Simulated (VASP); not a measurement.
Input for VASP

File KPOINTS:
```
Regular mesh
0
Gamma
6 6 3
```

**INCAR**
```
SYSTEM = CdI2
PREC = Accurate
ENCUT = 520
EDIFF = 1E-6
NELM = 100
ALGO = Normal
LREAL = .FALSE.
LASPH = .TRUE.
ISMEAR = 0
SIGMA = 0.05
GGA = PE
IVDW = 12
LMAXMIX = 4
LWAVE = .FALSE.
LCHARG = .FALSE.
IBRION = 2
ISIF = 3
NSW = 60
EDIFFG = -0.02
```

**POSCAR**
```
CdI2
1
    2.1320918219    -3.6928916548     0.0000000000
    2.1320918219     3.6928916548    -0.0000000000
    0.0000000000    -0.0000000000     6.8936892402
Cd I
1 2
Direct
  0.0000000000   0.0000000000   0.0000000000
  0.3333330000   0.6666670000   0.2498819520
  0.6666670000   0.3333330000   0.7501180480
```

POTCAR, in this order: Cd I (PBE.64 set). Program: vasp_std.

Task: Write an equivalent input for Quantum ESPRESSO's pw.x.

Result: One equivalent input (not run):
```
&CONTROL
  calculation = 'vc-relax'
  pseudo_dir = './pseudo'
  outdir = './out'
  tprnfor = .true.
  tstress = .true.
  nstep = 60
  forc_conv_thr = 0.00078
/
&SYSTEM
  ibrav = 0
  nat = 3
  ntyp = 2
  ecutwfc = 102
  occupations = 'smearing'
  smearing = 'gaussian'
  degauss = 0.003675
  input_dft = 'pbe'
  vdw_corr = 'grimme-d3'
  dftd3_version = 4
  dftd3_threebody = .false.
/
&ELECTRONS
  conv_thr = 7.3e-08
  electron_maxstep = 100
/
&IONS
/
&CELL
/
ATOMIC_SPECIES
  Cd 112.414 Cd.upf
  I 126.904 I.upf
CELL_PARAMETERS angstrom
     2.1320918   -3.6928917    0.0000000
     2.1320918    3.6928917   -0.0000000
     0.0000000   -0.0000000    6.8936892
ATOMIC_POSITIONS crystal
  Cd   0.0000000  0.0000000  0.0000000
  I    0.3333330  0.6666670  0.2498820
  I    0.6666670  0.3333330  0.7501180
K_POINTS automatic
  6 6 3 0 0 0
```
Limits of the translation: the potentials are each code's own (VASP's PAW set, PseudoDojo norm-conserving files in pw.x), so ENCUT and ecutwfc are chosen apart and not converted; conv_thr bounds pw.x's estimated SCF error, while EDIFF bounds the energy change between steps; forc_conv_thr acts on force components and is met together with etot_conv_thr.

The compound is CdI2 in the 1T layered structure. This run relaxes it. Symmetry was kept, so distortions that lower it aren't found. The start is the result of an earlier pass.
